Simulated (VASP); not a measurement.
Given:

```xyz
2
Lattice="0.0000 2.7858 2.7858 2.7858 0.0000 2.7858 2.7858 2.7858 0.0000" Properties=species:S:1:pos:R:3 pbc="T T T"
Zn     0.0000     0.0000     0.0000
S      1.3929     1.3929     1.3929
```

Level of theory: vdW-DF2, VASP's PBE PAW potentials (set 64) (plane waves; VASP). Settings: 520 eV cut-off, 9×9×9 Γ-centred mesh, tetrahedra with Blöchl corrections, potentials Zn S.

### Question
Predict the energy per atom (σ→0), band gap (on the k-mesh) with the smallest direct gap where there is one.

### Answer

```json
{
  "band gap (on the k-mesh)": "1.55 eV",
  "smallest direct gap (on the k-mesh)": "1.55 eV",
  "energy per atom (σ→0)": "-0.883 eV/atom"
}
```

Only differences to runs with the same potentials and settings are physical.

The compound is ZnS in the zinc blende structure. It was relaxed first, which changed the volume by +9 %.
